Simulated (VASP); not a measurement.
Method: r2SCAN+rVV10, VASP's PBE PAW potentials (set 64) (plane waves; VASP).

Input for VASP

### INCAR
```
ALGO=Normal
BPARAM=11.95
CPARAM=0.0093
EDIFF=1E-7
EDIFFG=-0.01
ENCUT=520
IBRION=2
ISIF=4
ISMEAR=1
LASPH=.True.
LCHARG=.False.
LMAXMIX=4
LMIXTAU=.True.
LREAL=.False.
LUSE_VDW=.True.
LWAVE=.False.
METAGGA=R2SCAN
NELM=100
NSW=30
PREC=Accurate
SIGMA=0.1
SYSTEM=TiB2
```

### KPOINTS
```
Automatic mesh
0
G
 12 12 10
```

POSCAR:
```
TiB2
1
    1.5268566710    -2.6445933569     0.0000000000
    1.5268566710     2.6445933569     0.0000000000
    0.0000000000     0.0000000000     3.2550034837
Ti B
1 2
Direct
  0.0000000000   0.0000000000   0.0000000000
  0.3333330000   0.6666670000   0.5000000000
  0.6666670000   0.3333330000   0.5000000000
```

POTCAR, in this order: Ti_sv B (PBE.64 set). Program: vasp_std.

The run wrote:

File OUTCAR:
```
 ion  position               nearest neighbor table
   1  0.000  0.000  0.000-   2 2.40   3 2.40   2 2.40   3 2.40   3 2.40   3 2.40   2 2.40   2 2.40
                             3 2.40   3 2.40   2 2.40   2 2.40
   2  0.333  0.667  0.500-   3 1.76   3 1.76   3 1.76   1 2.40   1 2.40   1 2.40   1 2.40   1 2.40
                             1 2.40
   3  0.667  0.333  0.500-   2 1.76   2 1.76   2 1.76   1 2.40   1 2.40   1 2.40   1 2.40   1 2.40
                             1 2.40
  LATTYP: Found a hexagonal cell.
 ALAT       =     3.0537133653
 C/A-ratio  =     1.0659165070
 Subroutine PRICEL returns:
 Original cell was already a primitive cell.
 Subroutine GETGRP returns: Found 24 space group operations
The static configuration has the point symmetry D_6h.
The dynamic configuration has the point symmetry D_6h.
 Subroutine INISYM returns: Found 24 space group operations
 Subroutine IBZKPT returns following result:
 Found    114 irreducible k-points:

 Following reciprocal coordinates:
            Coordinates               Weight
  0.000000  0.000000  0.000000      1.000000
  0.083333 -0.000000  0.000000      6.000000
  0.166667 -0.000000  0.000000      6.000000
  0.250000 -0.000000  0.000000      6.000000
  0.333333  0.000000  0.000000      6.000000
  0.416667 -0.000000  0.000000      6.000000
  0.500000 -0.000000  0.000000      3.000000
  0.083333  0.083333  0.000000      6.000000
  0.166667  0.083333  0.000000     12.000000
  0.250000  0.083333  0.000000     12.000000
  0.333333  0.083333  0.000000     12.000000
  0.416667  0.083333  0.000000     12.000000
  0.166667  0.166667  0.000000      6.000000
  0.250000  0.166667  0.000000     12.000000
  0.333333  0.166667  0.000000     12.000000
  0.416667  0.166667  0.000000      6.000000
  0.250000  0.250000  0.000000      6.000000
  0.333333  0.250000  0.000000     12.000000
  0.333333  0.333333  0.000000      2.000000
  0.000000  0.000000  0.100000      2.000000
  0.083333 -0.000000  0.100000     12.000000
  0.166667 -0.000000  0.100000     12.000000
  0.250000 -0.000000  0.100000     12.000000
  0.333333  0.000000  0.100000     12.000000
  0.416667 -0.000000  0.100000     12.000000
  0.500000 -0.000000  0.100000      6.000000
  0.083333  0.083333  0.100000     12.000000
  0.166667  0.083333  0.100000     24.000000
  0.250000  0.083333  0.100000     24.000000
  0.333333  0.083333  0.100000     24.000000
  0.416667  0.083333  0.100000     24.000000
  0.166667  0.166667  0.100000     12.000000
  0.250000  0.166667  0.100000     24.000000
  0.333333  0.166667  0.100000     24.000000
  0.416667  0.166667  0.100000     12.000000
  0.250000  0.250000  0.100000     12.000000
  0.333333  0.250000  0.100000     24.000000
  0.333333  0.333333  0.100000      4.000000
  0.000000  0.000000  0.200000      2.000000
  0.083333 -0.000000  0.200000     12.000000
   k-points           NKPTS =    114   k-points in BZ     NKDIM =    114   number of bands    NBANDS=     13
   number of dos      NEDOS =    301   number of ions     NIONS =      3
   total plane-waves  NPLWV =  13824
   dimension x,y,z NGX =    24 NGY =   24 NGZ =   24
   dimension x,y,z NGXF=    48 NGYF=   48 NGZF=   48
   ions per type =               1   2
   PREC   = accura    normal or accurate (medium, high low for compatibility)
   ISTART =      0    job   : 0-new  1-cont  2-samecut
   ICHARG =      2    charge: 1-file 2-atom 10-const
   ISPIN  =      1    spin polarized calculation?
   LNONCOLLINEAR =      F non collinear calculations
   LSORBIT =      F    spin-orbit coupling
   INIWAV =      1    electr: 0-lowe 1-rand  2-diag
   ENCUT  =  520.0 eV  38.22 Ry    6.18 a.u.   5.68  5.68  6.05*2*pi/ulx,y,z
...
```

OSZICAR:
```
       N       E                     dE             d eps       ncg     rms          rms(c)
DAV:   1     0.121852655231E+03    0.12185E+03   -0.95287E+03  2964   0.161E+03
DAV:   2    -0.288600582464E+02   -0.15071E+03   -0.14720E+03  3014   0.405E+02
DAV:   3    -0.388105427844E+02   -0.99505E+01   -0.97695E+01  4436   0.976E+01
DAV:   4    -0.391432712381E+02   -0.33273E+00   -0.33189E+00  3767   0.163E+01
DAV:   5    -0.391550460303E+02   -0.11775E-01   -0.11763E-01  4442   0.267E+00    0.173E+01
DAV:   6    -0.305912335179E+02    0.85638E+01   -0.26205E+01  4115   0.723E+01    0.311E+00
DAV:   7    -0.306215867888E+02   -0.30353E-01   -0.16718E+00  3227   0.160E+01    0.281E+00
DAV:   8    -0.305334964821E+02    0.88090E-01   -0.81479E-01  3479   0.110E+01    0.152E+00
DAV:   9    -0.305474258548E+02   -0.13929E-01   -0.10548E+00  3512   0.136E+01    0.122E+00
DAV:  10    -0.306893402085E+02   -0.14191E+00   -0.24111E-01  3681   0.483E+00    0.299E-01
DAV:  11    -0.306893133349E+02    0.26874E-04   -0.83210E-03  3157   0.111E+00    0.220E-01
DAV:  12    -0.306894012137E+02   -0.87879E-04   -0.65474E-04  3425   0.357E-01    0.445E-02
DAV:  13    -0.306900967776E+02   -0.69556E-03   -0.15415E-03  3199   0.437E-01    0.317E-02
DAV:  14    -0.306901958562E+02   -0.99079E-04   -0.20502E-04  3895   0.193E-01    0.147E-02
DAV:  15    -0.306901157244E+02    0.80132E-04   -0.95666E-05  3289   0.119E-01    0.148E-02
DAV:  16    -0.306902012086E+02   -0.85484E-04   -0.53453E-05  3959   0.918E-02    0.145E-02
DAV:  17    -0.306902101557E+02   -0.89471E-05   -0.87968E-06  3454   0.327E-02    0.399E-03
DAV:  18    -0.306902124000E+02   -0.22443E-05   -0.15628E-06  3417   0.186E-02    0.110E-03
DAV:  19    -0.306902115590E+02    0.84096E-06   -0.17663E-07  2268   0.635E-03    0.872E-04
DAV:  20    -0.306902110183E+02    0.54078E-06   -0.69189E-08  1527   0.360E-03    0.399E-04
DAV:  21    -0.306902110695E+02   -0.51187E-07   -0.33965E-08  1512   0.209E-03
   1 F= -.30690211E+02 E0= -.30690073E+02  d E =-.306902E+02
       N       E                     dE             d eps       ncg     rms          rms(c)
DAV:   1    -0.306908479582E+02   -0.63694E-03   -0.30288E-02  3204   0.288E+00    0.170E-01
DAV:   2    -0.306905405169E+02    0.30744E-03   -0.17179E-03  3051   0.421E-01    0.982E-02
DAV:   3    -0.306904528005E+02    0.87716E-04   -0.16643E-04  3639   0.193E-01    0.270E-02
DAV:   4    -0.306904398102E+02    0.12990E-04   -0.52579E-05  3129   0.817E-02    0.429E-03
DAV:   5    -0.306904389630E+02    0.84724E-06   -0.14110E-05  3154   0.465E-02    0.295E-03
DAV:   6    -0.306904385977E+02    0.36528E-06   -0.39676E-06  2994   0.283E-02    0.763E-04
DAV:   7    -0.306904375646E+02    0.10331E-05   -0.42197E-07  3379   0.890E-03    0.627E-04
DAV:   8    -0.306904379421E+02   -0.37747E-06   -0.32204E-08  1627   0.254E-03    0.335E-04
DAV:   9    -0.306904378127E+02    0.12931E-06   -0.14294E-08  1507   0.152E-03    0.883E-05
DAV:  10    -0.306904381691E+02   -0.35636E-06   -0.87967E-09  1512   0.140E-03    0.446E-05
DAV:  11    -0.306904380408E+02    0.12833E-06   -0.12579E-09  1507   0.512E-04    0.138E-05
DAV:  12    -0.306904380584E+02   -0.17609E-07   -0.16016E-10  1512   0.166E-04
   2 F= -.30690438E+02 E0= -.30690304E+02  d E =-.226989E-03
```

**OUTCAR**
```
------------------------ aborting loop because EDIFF is reached ----------------------------------------
  FORCE on cell =-STRESS in cart. coord.  units (eV):
  Direction    XX          YY          ZZ          XY          YZ          ZX
  --------------------------------------------------------------------------------------
  Total       -1.1672642     -1.1672643     -1.1823249      0.0000000      0.0000000      0.0000000
  in kB      -71.1444683    -71.1444697    -72.0624111      0.0000000      0.0000000      0.0000000
  external PRESSURE =     -71.4504497 kB  Pullay stress =       0.0000000 kB
  volume of cell :       26.29
      direct lattice vectors                 reciprocal lattice vectors
     1.525121995 -2.641588808  0.000000000     0.327842626 -0.189280027  0.000000000
     1.525121995  2.641588808  0.000000000     0.327842626  0.189280027  0.000000000
    -0.000000000  0.000000000  3.262412188    -0.000000000  0.000000000  0.306521660
 POSITION                                       TOTAL-FORCE (eV/Angst)
 -----------------------------------------------------------------------------------
      1.52512      2.64159      3.26241         0.000000     -0.000000      0.000000
      1.52512      0.88053      1.63121         0.000000      0.000000     -0.000000
      1.52512     -0.88053      1.63121        -0.000000     -0.000000     -0.000000
 -----------------------------------------------------------------------------------
    total drift:                                0.000000      0.000000      0.000000
  FREE ENERGIE OF THE ION-ELECTRON SYSTEM (eV)
  ---------------------------------------------------
  free  energy   TOTEN  =       -30.6904380584 eV

  energy  without entropy=      -30.6900355038  energy(sigma->0) =      -30.69030387

 reached required accuracy - stopping structural energy minimisation
```
(Selected blocks of OUTCAR.)

File CONTCAR:
```
TiB2
   1.00000000000000
     1.5251219947907724   -2.6415888084490065    0.0000000000000000
     1.5251219947907724    2.6415888084490065    0.0000000000000000
    -0.0000000000000000    0.0000000000000000    3.2624121883813313
  Ti              B
     1     2
Direct
     0.0000000000000000    1.0000000000000000    1.0000000000000000
     0.3333330000000032    0.6666669999999968    0.5000000000000000
     0.6666669999999968    0.3333330000000032    0.5000000000000000
```

The compound is TiB2 in the AlB2 type structure. This cell is one point of a volume scan, at 1.03 of the reference volume. Symmetry was kept, so distortions that lower it aren't found.
